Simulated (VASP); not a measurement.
Set up this calculation in VASP 6.6.1, as the native input.

```
Task                    : density of states
Functional              : PBE
Potentials or basis     : VASP PAW PBE potentials, release 64 (Si, Sb, Te)
Cutoff                  : 520 eV
k mesh                  : 8 × 8 × 8
Occupations             : gaussian, width 0.1 eV
Spin                    : no spin polarisation
k mesh for the DOS      : 12 × 12 × 12
Occupations for the DOS : tetrahedron
Further INCAR settings  : ALGO = Fast; EDIFF = 1e-06
```

Crystal: Si2Sb2Te.

```xyz
5
Lattice="1.9819 1.1443 8.8508 -1.9819 1.1443 8.8508 0.0000 -2.2885 8.8508" Properties=species:S:1:pos:R:3 pbc="T T T"
Si    0.0000    0.0000   21.5564
Si    0.0000    0.0000    4.9959
Sb    0.0000    0.0000   10.9866
Sb    0.0000    0.0000   15.5657
Te    0.0000    0.0000   26.5523
```

The cell was built by a generator and needn't be a form met in nature.

These files were run (other wordings do the same):

POSCAR

```
Si2Sb2Te                                
1.0
    1.9819378427      1.1442723503      8.8507825462
   -1.9819378427      1.1442723503      8.8507825462
    0.0000000000     -2.2885446902      8.8507825461
  Si              Sb              Te            
     2     2     1
Direct
     0.8118471317629771    0.8118471317629771    0.8118471317629629
     0.1881528682370230    0.1881528682370230    0.1881528682370372
     0.4137729447111133    0.4137729447111133    0.4137729447110635
     0.5862270552888867    0.5862270552888867    0.5862270552889365
     1.0000000000000000    1.0000000000000000    1.0000000000000000
```

INCAR.step1

```
SYSTEM = Si2Sb2Te
ALGO     = Fast           ! electronic algorithm
EDIFF    = 1E-6           ! SCF threshold, eV
ENCUT    = 520            ! plane-wave cutoff, eV
GGA      = PE             ! functional
ISIF     = 2              ! what is computed and relaxed
ISMEAR   = 0              ! smearing method
KPAR     = 4            
LASPH    = .True.         ! aspherical terms in the spheres
LCHARG   = .True.         ! write CHGCAR
LREAL    = .False.        ! projectors in reciprocal space
LWAVE    = .False.        ! write WAVECAR
NELM     = 100            ! most SCF steps
PREC     = Accurate       ! precision mode
SIGMA    = 0.1            ! smearing width, eV
```

KPOINTS.step1

```
k-points
0
Gamma
  8 8 8
  0 0 0
```

INCAR.step2

```
SYSTEM = Si2Sb2Te
ALGO     = Fast           ! electronic algorithm
EDIFF    = 1E-6           ! SCF threshold, eV
ENCUT    = 520            ! plane-wave cutoff, eV
GGA      = PE             ! functional
ICHARG   = 11             ! starting density
ISIF     = 2              ! what is computed and relaxed
ISMEAR   = -5             ! smearing method
KPAR     = 4            
LASPH    = .True.         ! aspherical terms in the spheres
LCHARG   = .False.        ! write CHGCAR
LORBIT   = 11             ! projections on sites
LREAL    = .False.        ! projectors in reciprocal space
LWAVE    = .False.        ! write WAVECAR
NEDOS    = 1001           ! points of the DOS
NELM     = 100            ! most SCF steps
PREC     = Accurate       ! precision mode
SIGMA    = 0.1            ! smearing width, eV
```

KPOINTS.step2

```
k-points
0
Gamma
  12 12 12
  0 0 0
```

Potentials or basis: VASP PAW PBE potentials, release 64 (Si, Sb, Te).

The run is started by

```bash
$ cat potpaw_PBE.64/Si/POTCAR potpaw_PBE.64/Sb/POTCAR potpaw_PBE.64/Te/POTCAR > POTCAR
$ cp INCAR.step1 INCAR
$ cp KPOINTS.step1 KPOINTS
$ mpirun -np 4 vasp_std > vasp.out
$ cp INCAR.step2 INCAR
$ cp KPOINTS.step2 KPOINTS
$ mpirun -np 4 vasp_std > vasp.out
```

It gave:

```
Valence electrons inside the program's atomic spheres : Si 1.57; Sb 2.35; Te 3.32
```

It took 5.6 min on 4 MPI ranks on AMD EPYC 9R45 (Zen 5), on a shared host, peak memory 0.96 GiB a rank.
